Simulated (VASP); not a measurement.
# Tb3Si (P6_3/mmc) in VASP: reference runs

How does Tb3Si come out in PBE? The cell is run as given.

All numbers are computed with VASP 6.6.1; they aren't measurements. Logs are shortened: lines on timing, memory, paths and dates and some standing lists are left out, and cuts for length are marked.

## Step 1: The structure

It takes space group P6_3/mmc (No. 194, hexagonal). The conventional cell has a = 6.723 Å, b = 6.723 Å, c = 5.101 Å, α = 90.00°, β = 90.00°, γ = 120.00°. Around Tb (site symmetry mm2) lie 4 Si at 3.13 to 3.36 Å and 8 Tb at 3.14 to 3.58 Å. Around Si (site symmetry -6m2) lie 12 Tb at 3.13 to 3.36 Å.

The cell comes from a database or a generator and needn't be the stable form of this composition.

## Step 2: Single point, PBE, collinear spin, ferromagnetic start

Input file INCAR:

```
ALGO     = Normal         # electronic algorithm
EDIFF    = 1E-7           # SCF threshold, eV
ENCUT    = 520            # plane-wave cutoff, eV
GGA      = PE             # functional
ISIF     = 2              # what is computed and relaxed
ISMEAR   = -1             # smearing method
ISPIN    = 2              # spin polarisation
LASPH    = True           # aspherical terms in the spheres
LCHARG   = False          # write CHGCAR
LMAXMIX  = 6              # l up to which the mixer works
LORBIT   = 11             # projections on sites
LREAL    = False          # projectors in reciprocal space
LWAVE    = False          # write WAVECAR
MAGMOM   = 6 6 6 6 6 6 0 0 # initial moments
NBANDS   = 75             # bands
NELM     = 150            # most SCF steps
PREC     = Accurate       # precision mode
SIGMA    = 0.05           # smearing width, eV
```

Input file KPOINTS:

```
k-points
0
Gamma
  5 5 5
```

Input file POSCAR:

```
Tb3Si
1.0
    6.7234658452      0.0000000000      0.0000000000
   -3.3617329226      5.8226922234      0.0000000000
    0.0000000000      0.0000000000      5.1010800000
Tb Si
6 2
Direct
    0.1775545050      0.3551090100      0.2500000000
    0.1775545050      0.8224454950      0.2500000000
    0.6448909900      0.8224454950      0.2500000000
    0.8224454950      0.6448909900      0.7500000000
    0.8224454950      0.1775545050      0.7500000000
    0.3551090100      0.1775545050      0.7500000000
    0.3333333333      0.6666666667      0.7500000000
    0.6666666667      0.3333333333      0.2500000000
```

Potentials or basis: VASP PAW PBE potentials, release 64 (Tb, Si).

Launch:

```console
$ cat potpaw_PBE.64/Tb/POTCAR potpaw_PBE.64/Si/POTCAR > POTCAR
$ mpirun -np 1 vasp_std > vasp.out
```

OUTCAR:

```text
EDIFF = 1E-7
   ENCUT = 520
   GGA = PE
   ISIF = 2
   ISMEAR = -1
   ISPIN = 2
   LASPH = True
   LORBIT = 11
   LREAL = False
   NELM = 150
   PREC = Accurate

 ion  position               nearest neighbor table
   1  0.178  0.355  0.250-   7 3.13   7 3.13   2 3.14   3 3.14   6 3.28   6 3.28   5 3.28   5 3.28

   2  0.178  0.822  0.250-   7 3.13   7 3.13   1 3.14   3 3.14   6 3.28   6 3.28   4 3.28   4 3.28

   3  0.645  0.822  0.250-   7 3.13   7 3.13   1 3.14   2 3.14   5 3.28   5 3.28   4 3.28   4 3.28

   4  0.822  0.645  0.750-   8 3.13   8 3.13   5 3.14   6 3.14   3 3.28   3 3.28   2 3.28   2 3.28

   5  0.822  0.178  0.750-   8 3.13   8 3.13   4 3.14   6 3.14   3 3.28   3 3.28   1 3.28   1 3.28

   6  0.355  0.178  0.750-   8 3.13   8 3.13   4 3.14   5 3.14   2 3.28   2 3.28   1 3.28   1 3.28

   7  0.333  0.667  0.750-   2 3.13   2 3.13   1 3.13   1 3.13   3 3.13   3 3.13
   8  0.667  0.333  0.250-   5 3.13   5 3.13   4 3.13   4 3.13   6 3.13   6 3.13

  LATTYP: Found a hexagonal cell.
 ALAT       =     6.7234658452
 C/A-ratio  =     0.7586979866

  Lattice vectors:

 A1 = (   6.7234658452,   0.0000000000,   0.0000000000)
 A2 = (  -3.3617329226,   5.8226922234,   0.0000000000)
 A3 = (   0.0000000000,   0.0000000000,   5.1010800000)

Analysis of symmetry for initial positions (statically):
=====================================================================
 Subroutine PRICEL returns:
 Original cell was already a primitive cell.

 Routine SETGRP: Setting up the symmetry group for a
 hexagonal supercell.

 Subroutine GETGRP returns: Found 24 space group operations
 (whereof 12 operations were pure point group operations)
 out of a pool of 24 trial point group operations.

The static configuration has the point symmetry D_3d.
 The point group associated with its full space group is D_6h.

Analysis of symmetry for dynamics (positions and initial velocities):
=====================================================================
 Subroutine PRICEL returns:
 Original cell was already a primitive cell.

 Routine SETGRP: Setting up the symmetry group for a
 hexagonal supercell.

 Subroutine GETGRP returns: Found 24 space group operations
 (whereof 12 operations were pure point group operations)
 out of a pool of 24 trial point group operations.

The dynamic configuration has the point symmetry D_3d.
 The point group associated with its full space group is D_6h.

Analysis of structural, dynamic, and magnetic symmetry:
=====================================================================
 Subroutine PRICEL returns:
 Original cell was already a primitive cell.

 Routine SETGRP: Setting up the symmetry group for a
 hexagonal supercell.

 Subroutine GETGRP returns: Found 24 space group operations
 (whereof 12 operations were pure point group operations)
 out of a pool of 24 trial point group operations.

The overall configuration has the point symmetry D_3d.
 The point group associated with its full space group is D_6h.

 Subroutine INISYM returns: Found 24 space group operations
 (whereof 12 operations are pure point group operations),
 and found     1 'primitive' translations

----------------------------------------------------------------------------------------

                                     Primitive cell

  volume of cell :     199.7005

  direct lattice vectors                    reciprocal lattice vectors
     6.723465845  0.000000000  0.000000000     0.148732815  0.085870931  0.000000000
    -3.361732923  5.822692223  0.000000000     0.000000000  0.171741861  0.000000000
[... 65 lines left out ...]
  0.200000 -0.000000  0.400000     12.000000
  0.400000 -0.000000  0.400000     12.000000
  0.200000  0.200000  0.400000     12.000000
  0.400000  0.200000  0.400000     12.000000
   k-points           NKPTS =     15   k-points in BZ     NKDIM =     15   number of bands    NBANDS=     75
   number of dos      NEDOS =    301   number of ions     NIONS =      8
   total plane-waves  NPLWV = 100000
   dimension x,y,z NGX =    50 NGY =   50 NGZ =   40
   dimension x,y,z NGXF=   100 NGYF=  100 NGZF=   80
   ions per type =               6   2
   NGX,Y,Z   is equivalent  to a cutoff of  12.36, 12.36, 13.04 a.u.
   NGXF,Y,Z  is equivalent  to a cutoff of  24.73, 24.73, 26.07 a.u.
 SYSTEM =  unknown system
   PREC   = accura    normal or accurate (medium, high low for compatibility)
   ISTART =      0    job   : 0-new  1-cont  2-samecut
   ICHARG =      2    charge: 1-file 2-atom 10-const
   ISPIN  =      2    spin polarized calculation?
   LNONCOLLINEAR =      F non collinear calculations
   LSORBIT =      F    spin-orbit coupling
   LASPH  =      T    aspherical Exc in radial PAW
   ENCUT  =  520.0 eV  38.22 Ry    6.18 a.u.  12.50 12.50  9.48*2*pi/ulx,y,z
   NELM   =    150;   NELMIN=  2; NELMDL= -5     # of ELM steps
   EDIFF  = 0.1E-06   stopping-criterion for ELM
   LREAL  =      F    real-space projection
   EDIFFG = 0.1E-05   stopping-criterion for IOM
   NSW    =      0    number of steps for IOM
   IBRION =     -1    ionic relax: 0-MD 1-quasi-New 2-CG
   NFREE  =      0    steps in history (QN), initial steepest desc. (CG)
   ISIF   =      2    stress and relaxation
   ISYM   =      2    0-nonsym 1-usesym 2-fastsym
   POTIM  = 0.5000    time-step for ionic-motion
   TEBEG  =    0.0;   TEEND  =   0.0 temperature during run
   PSTRESS=    0.0 pullay stress
   NELECT =     122.0000    total number of electrons
   NUPDOWN=      -1.0000    fix difference up-down
   EMIN   =  10.00;   EMAX   =-10.00  energy-range for DOS
   EFERMI =   0.00;   METHOD = LEGACY
   ISMEAR =    -1;   SIGMA  =   0.05  broadening in eV -4-tet -1-fermi 0-gaus
   EFERMI_NEDOS =   21; number of points for ismear=-14 and -15
   IALGO  =     38    algorithm
   IMIX   =      4    mixing-type and parameters
     AMIX     =   0.40;   BMIX     =  1.00
     AMIX_MAG =   1.60;   BMIX_MAG =  1.00
  volume/ion in A,a.u.               =      24.96       168.46
  Fermi-wavevector in a.u.,A,eV,Ry     =   1.389105  2.625028 26.253972  1.929612
  Thomas-Fermi vector in A             =   2.513167
   LORBIT       =     11    0 simple, 1 ext, 2 COOP (PROOUT), +10 PAW based schemes
   GGA     = PE    functional components
   LHFCALC =     F    Hartree Fock is set to
   AEXX    =    0.0000 exact exchange contribution
   IVDW    =     0    specifies the selected vdW correction
   LEPSILON=     F    determine dielectric tensor
   LRPA    =     F    only Hartree local field effects (RPA)
 spin polarized calculation
  energy-cutoff  :      520.00
  volume of cell :      199.70
 maximum number of plane-waves:      5407
 NGX is ok and might be reduce to    50
   NGX = 25   NGY = 25   NGZ = 19

 number of electron     121.9999986 magnetization      27.9999994

 Free energy of the ion-electron system (eV)
  ---------------------------------------------------
  ext. energy  EPLUGINS =         0.00000000
  ---------------------------------------------------
  free energy    TOTEN  =       -68.37149800 eV

  energy without entropy =      -68.16714423  energy(sigma->0) =      -68.26932112

 E-fermi :   4.8575     XC(G=0): -10.6887

 val. band max:        4.8533601333   @ k =   0.4000  -0.0000   0.0000
 cond. band min:       4.8591542462   @ k =   0.2000  -0.0000   0.0000
 fundamental gap:      0.0057941129
 Fermi energy:         4.8574866396

 spin component 1

 k-point     1 :       0.0000    0.0000    0.0000
  band No.  band energies     occupation
      1     -41.3126      1.00000
      2     -41.2001      1.00000
      3     -41.1979      1.00000
      4     -41.1979      1.00000
      5     -41.1435      1.00000
      6     -41.1435      1.00000
[... 1129 lines left out ...]
     72       2.5242      1.00000
     73       2.7457      1.00000
 Fermi energy:         4.8574866396

 spin component 2

 k-point     1 :       0.0000    0.0000    0.0000
  band No.  band energies     occupation
      1     -39.0317      1.00000
      2     -38.8879      1.00000
      3     -38.8866      1.00000
      4     -38.8866      1.00000
      5     -38.8174      1.00000
      6     -38.8174      1.00000
[... 1129 lines left out ...]
     72       5.4691      0.00000
     73       5.4722      0.00000
 [bands above 73 left out]

------------------------ aborting loop because EDIFF is reached ----------------------------------------

  FORCE on cell =-STRESS in cart. coord.  units (eV):
  Direction    XX          YY          ZZ          XY          YZ          ZX
  --------------------------------------------------------------------------------------
  -------------------------------------------------------------------------------------
  Total        0.7690847      0.7690847      2.6965047      0.0000000      0.0000000      0.0000000
  in kB        6.1702899      6.1702899     21.6337889      0.0000000      0.0000000      0.0000000
  external PRESSURE =      11.3247895 kB  Pullay stress =       0.0000000 kB

 VOLUME and BASIS-vectors are now :
 -----------------------------------------------------------------------------
  energy-cutoff  :      520.00
  volume of cell :      199.70
      direct lattice vectors                 reciprocal lattice vectors
     6.723465845  0.000000000  0.000000000     0.148732815  0.085870931  0.000000000
    -3.361732923  5.822692223  0.000000000     0.000000000  0.171741861  0.000000000
     0.000000000  0.000000000  5.101080000     0.000000000  0.000000000  0.196036918

 POSITION                                       TOTAL-FORCE (eV/Angst)
 -----------------------------------------------------------------------------------
      0.00000      2.06769      1.27527        -0.000000     -0.099034      0.000000
     -1.57106      4.78885      1.27527        -0.085766      0.049517      0.000000
      1.57106      4.78885      1.27527         0.085766      0.049517      0.000000
      3.36173      3.75500      3.82581        -0.000000      0.099034      0.000000
      4.93279      1.03385      3.82581         0.085766     -0.049517     -0.000000
      1.79067      1.03385      3.82581        -0.085766     -0.049517     -0.000000
     -0.00000      3.88179      3.82581        -0.000000      0.000000      0.000000
      3.36173      1.94090      1.27527        -0.000000      0.000000      0.000000
 -----------------------------------------------------------------------------------
    total drift:                               -0.000001      0.000000     -0.000000

  FREE ENERGIE OF THE ION-ELECTRON SYSTEM (eV)
  ---------------------------------------------------
  free  energy   TOTEN  =       -68.3714980040 eV

  energy  without entropy=      -68.1671442291  energy(sigma->0) =      -68.26932112

 total charge

# of ion       s       p       d       f       tot
--------------------------------------------------
    1        2.063   5.610   0.545   8.218  16.436
    2        2.063   5.610   0.545   8.218  16.436
    3        2.063   5.610   0.545   8.218  16.436
    4        2.063   5.610   0.545   8.218  16.436
    5        2.063   5.610   0.545   8.218  16.436
    6        2.063   5.610   0.545   8.218  16.436
    7        0.756   0.831   0.000   0.000   1.586
    8        0.756   0.831   0.000   0.000   1.586
--------------------------------------------------
tot         13.886  35.321   3.273  49.306 101.787

 magnetization (x)

# of ion       s       p       d       f       tot
--------------------------------------------------
    1       -0.019  -0.078  -0.243   5.542   5.201
    2       -0.019  -0.078  -0.243   5.542   5.201
    3       -0.019  -0.078  -0.243   5.542   5.201
    4       -0.019  -0.078  -0.243   5.542   5.201
    5       -0.019  -0.078  -0.243   5.542   5.201
    6       -0.019  -0.078  -0.243   5.542   5.201
    7       -0.006  -0.030   0.000   0.000  -0.036
    8       -0.006  -0.030   0.000   0.000  -0.036
--------------------------------------------------
tot         -0.127  -0.527  -1.458  33.249  31.137
```

It took 1.7 h on 1 thread of AMD EPYC 7R43 (Zen 3), shared host; peak memory 0.55 GiB.

Results:

```yaml
Free_energy: -68.3715 eV
Pressure: 1.1 GPa
Largest_force: 0.099 eV/Å
Net_moment: 28.00 μB per cell
Site_moments: Tb +5.20; Si -0.04 μB
Valence_electrons_inside_the_program's_atomic_spheres: Tb 16.44; Si 1.59
```

Forces in eV/Å, atoms in the order of the input:
```
Tb   0.000 -0.099  0.000
Tb  -0.086  0.050  0.000
Tb   0.086  0.050  0.000
Tb   0.000  0.099  0.000
Tb   0.086 -0.050  0.000
Tb  -0.086 -0.050  0.000
Si   0.000  0.000  0.000
Si   0.000  0.000  0.000
```

Stress tensor (GPa, compression positive):
```
0.62 0.00 0.00
0.00 0.62 0.00
0.00 0.00 2.16
```

Levels at points of the mesh, in eV from the Fermi level:
Spin up:
```
           k point  band 71  band 72  band 73  band 74  band 75
(0.00, 0.00, 0.00)    -2.45    -2.45    -2.32    -2.32    -1.73
```
Spin down:
| k point | band 44 | band 45 | band 46 | band 47 | band 48 | band 49 | band 50 | band 51 |
| --- | --- | --- | --- | --- | --- | --- | --- | --- |
| (0.00, 0.00, 0.00) | -0.19 | -0.14 | -0.14 | -0.11 | -0.06 | -0.03 | -0.01 | 0.09 |

Caveat: the magnetic or orbital state may not be the lowest; the bands computed are all filled at some k points, so no gap is given; spin-orbit coupling is left out, which moves the levels of the heavy elements; without U or exact exchange the open f shell lies at the Fermi level, which spoils levels, moments and volumes.
